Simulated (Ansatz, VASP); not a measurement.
Two plane-wave programs on CrC3

```
CELL_PARAMETERS angstrom
3.11528 0.00000 0.00000
0.00000 3.11528 0.00000
0.00000 0.00000 3.11528
ATOMIC_POSITIONS crystal
Cr 0.00000 0.00000 0.00000
C 0.00000 0.50000 0.50000
C 0.50000 0.00000 0.50000
C 0.50000 0.50000 0.00000
```

Change from the starting cell: species swapped into the VPt3 type (Pm-3m, No. 221).

Alike in both runs: functional PBE; k mesh 14 × 14 × 14; occupations gaussian, width 0.1 eV; collinear spin.

Ansatz relaxed the structure, and its values are those at the end. VASP's run is a single point on that final structure, the one shown.

|  | VASP | Ansatz |
| --- | --- | --- |
| version | VASP 6.6.1 | Ansatz 0.2.0 |
| potentials or method | VASP PAW PBE potentials, release 64 (Cr_pv, C) | scalar-relativistic, plane waves, PAW |
| plane-wave cutoff (eV) | 520 | 420 |
| valence electrons in the cell | 24 | 26 |

|  | VASP | Ansatz | Ansatz less VASP |
| --- | --- | --- | --- |
| gap on the k mesh at the Fermi level (eV) | none | none | - |
| pressure (GPa) | -4.8 | 0.0 | +4.82 |
| net moment per atom (μB) | 0.00 | 0.36 | +0.357 |
| size of the moment on the site where the two differ most (μB) | 0.00 | 1.39 | +1.388 |

The net moments differ so much that the two runs ended in different magnetic states, which moves the other rows too. Site moments also hang on the region over which each program counts them. A gap of «none» marks a metal or a gap that the smearing closes. The two sets of potentials don't hold the same shells in valence.
